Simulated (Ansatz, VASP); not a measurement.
**ScSbS3: VASP beside Ansatz**

```
Sc Sb S
1.0
     4.34608    0.00000    0.00000
    -2.17304    3.76381    0.00000
     0.00000    0.00000    8.95527
Sc Sb S
1 1 3
Direct
  0.00000 0.00000 0.44323
  0.00000 0.00000 0.91090
  0.33333 0.66667 0.53957
  0.66667 0.33333 0.53957
  0.00000 0.00000 0.16714
```

Alike in both runs: functional PBE; k mesh 6 × 6 × 2; occupations gaussian, width 0.1 eV; no spin polarisation.

Ansatz relaxed the structure, and its values are those at the end. VASP's run is a single point on that final structure, the one shown.

```csv
,VASP,Ansatz
version,VASP 6.6.1,Ansatz 0.2.0
potentials or method,"VASP PAW PBE potentials, release 64 (Sc_sv, Sb, S)","scalar-relativistic, plane waves, PAW"
plane-wave cutoff (eV),520,420
valence electrons in the cell,34,44
```

```csv
,VASP,Ansatz,Ansatz less VASP
gap on the k mesh at the Fermi level (eV),none,none,-
pressure (GPa),0.2,0.1,-0.07
rms of the force components (eV/Å),0.026,0.010,-0.0160
```

A gap of «none» marks a metal or a gap that the smearing closes. The two sets of potentials don't hold the same shells in valence.

Caveats: this functional lacks dispersion, which binds the layers, so the pressure and a relaxed spacing across them are unreliable. The runs have no spin-orbit coupling, so splittings on Sb are missing.
